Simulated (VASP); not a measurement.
The input files of a VASP run:

**KPOINTS**
```
Automatic mesh
0
Gamma
5 5 4
0 0 0
```

**POSCAR**
```
Te
1
    2.2300000000    -3.8624730000     0.0000000000
    2.2300000000     3.8624730000     0.0000000000
    0.0000000000     0.0000000000     5.9300000000
Te
3
Direct
  0.0000000000   0.2630000000   0.6666670000
  0.7370000000   0.7370000000   0.0000000000
  0.2630000000   0.0000000000   0.3333330000
```

### INCAR
```
SYSTEM = Te
PREC = Accurate
ENCUT = 400
EDIFF = 1E-6
NELM = 100
ALGO = Normal
LREAL = .FALSE.
LASPH = .TRUE.
ISMEAR = 0
SIGMA = 0.05
GGA = PE
LMAXMIX = 4
LWAVE = .FALSE.
LCHARG = .FALSE.
ISIF = 2
ISPIN = 2
MAGMOM = 1.0 1.0 1.0 1.0
```

POTCAR, in this order: Te (PBE.64 set). Program: vasp_std.

**Question.** One choice in this input is risky. Which, and does it do harm here?

**Answer.** The risk: MAGMOM holds more values than there are atoms. Here it does no harm: the run (PBE GGA, plane waves, VASP's PBE PAW potentials (set 64)) converges to the same energy and pressure as with the safe setting.
### OSZICAR
```
       N       E                     dE             d eps       ncg     rms          rms(c)
DAV:   1     0.662858903376E+02    0.66286E+02   -0.55006E+03  1020   0.753E+02
DAV:   2    -0.471618871113E+01   -0.71002E+02   -0.67178E+02  1378   0.129E+02
DAV:   3    -0.885001301996E+01   -0.41338E+01   -0.41115E+01  1153   0.360E+01
DAV:   4    -0.892729124668E+01   -0.77278E-01   -0.77270E-01  1542   0.584E+00
DAV:   5    -0.892810680001E+01   -0.81555E-03   -0.81555E-03  1329   0.495E-01    0.132E+01
DAV:   6    -0.934009559648E+01   -0.41199E+00   -0.22114E-01  1160   0.256E+00    0.810E+00
DAV:   7    -0.939388524531E+01   -0.53790E-01   -0.18623E-01  1048   0.230E+00    0.558E+00
DAV:   8    -0.937974411467E+01    0.14141E-01   -0.16325E-02  1174   0.782E-01    0.910E-01
DAV:   9    -0.939683808038E+01   -0.17094E-01   -0.20754E-02  1055   0.772E-01    0.272E-01
DAV:  10    -0.939796583813E+01   -0.11278E-02   -0.22924E-03  1146   0.296E-01    0.112E-01
DAV:  11    -0.939798157564E+01   -0.15738E-04   -0.11245E-04  1441   0.614E-02    0.402E-02
DAV:  12    -0.939799089593E+01   -0.93203E-05   -0.14142E-05  1153   0.243E-02    0.209E-02
DAV:  13    -0.939799381925E+01   -0.29233E-05   -0.38007E-06  1356   0.114E-02    0.414E-03
DAV:  14    -0.939799401419E+01   -0.19495E-06   -0.76861E-07   860   0.589E-03
   1 F= -.93979940E+01 E0= -.93979940E+01  d E =-.270695E-14  mag=     0.0000
```

The compound is Te in the trig structure. The cell was not relaxed at this level.
